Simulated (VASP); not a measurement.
VASP runs on CuI (space group F-43m) share one base input (PBE GGA, plane waves, VASP's PBE PAW potentials (set 64)) and change the settings named in each case.

File KPOINTS:
```
Automatic mesh
0
Gamma
5 5 5
0 0 0
```

### INCAR
```
ALGO = Normal
EDIFF = 1E-6
ENCUT = 300
GGA = PE
ISIF = 2
ISMEAR = 0
LASPH = T
LCHARG = F
LMAXMIX = 4
LREAL = F
LWAVE = F
NELM = 100
PREC = Accurate
SIGMA = 0.02
SYSTEM = CuI
```

POSCAR:
```
CuI
4.2912590
  0.0000000000   0.7071067023   0.7071067023
  0.7071067023   0.0000000000   0.7071067023
  0.7071067023   0.7071067023   0.0000000000
Cu I
1 1
Cartesian
  0.0000000000   0.0000000000   0.0000000000
  0.3535533511   0.3535533511   0.3535533511
```

POTCAR, in this order: Cu I (PBE.64 set). Program: vasp_std.

```csv
change,E(σ→0) (eV/atom),pressure (GPa)
base run,-2.7775,-0.21
"AEXX = 0.25, HFSCREEN = 0.2, ISYM = 3, LHFCALC = .TRUE., PRECFOCK = Fast, KPOINTS 2×2×2 Γ-centred mesh",-2.8713,3.94
KPOINTS 2×2×2 Γ-centred mesh,-2.3376,4.16
"AEXX = 0.25, HFSCREEN = 0.2, ISYM = 3, LHFCALC = .TRUE., PRECFOCK = Fast, KPOINTS 3×3×3 Γ-centred mesh",-3.1709,0.88
KPOINTS 3×3×3 Γ-centred mesh,-2.7041,0.74
"AEXX = 0.25, HFSCREEN = 0.2, ISYM = 3, LHFCALC = .TRUE., PRECFOCK = Fast, KPOINTS 4×4×4 Γ-centred mesh",-3.2205,…
KPOINTS 4×4×4 Γ-centred mesh,-2.7642,-0.09
"AEXX = 0.25, HFRCUT = -1, ISYM = 3, LHFCALC = .TRUE., PRECFOCK = Fast, KPOINTS 2×2×2 Γ-centred mesh",-3.0909,3.83
KPOINTS 2×2×2 Γ-centred mesh,-2.3376,4.16
"AEXX = 0.25, HFRCUT = -1, ISYM = 3, LHFCALC = .TRUE., PRECFOCK = Fast, KPOINTS 3×3×3 Γ-centred mesh",-3.4316,0.70
KPOINTS 3×3×3 Γ-centred mesh,-2.7041,0.74
"AEXX = 0.25, HFRCUT = -1, ISYM = 3, LHFCALC = .TRUE., PRECFOCK = Fast, KPOINTS 4×4×4 Γ-centred mesh",-3.4800,-0.04
KPOINTS 4×4×4 Γ-centred mesh,-2.7642,-0.09
```

What belongs in the gaps?

- AEXX = 0.25, HFSCREEN = 0.2, ISYM = 3, LHFCALC = .TRUE., PRECFOCK = Fast, KPOINTS 4×4×4 Γ-centred mesh, pressure (GPa): 0.11

Energies of different potentials or functionals have different zeros.  Unless said otherwise, spin-orbit coupling is left out, though it shifts the bands of the heavy elements here. At 300 eV the pressure can carry a Pulay error.

Left out are runs that ran out of time, are held back, or changed the cell or the kind of run, fixed moments of cells without a moment, rows past the twelfth, gaps on odd meshes, pressures of charged cells and columns that move by less than the noise.

The structure is a typed CuI crystal. The cell was not relaxed at this level, its lattice was scaled by up to 2.5 %.
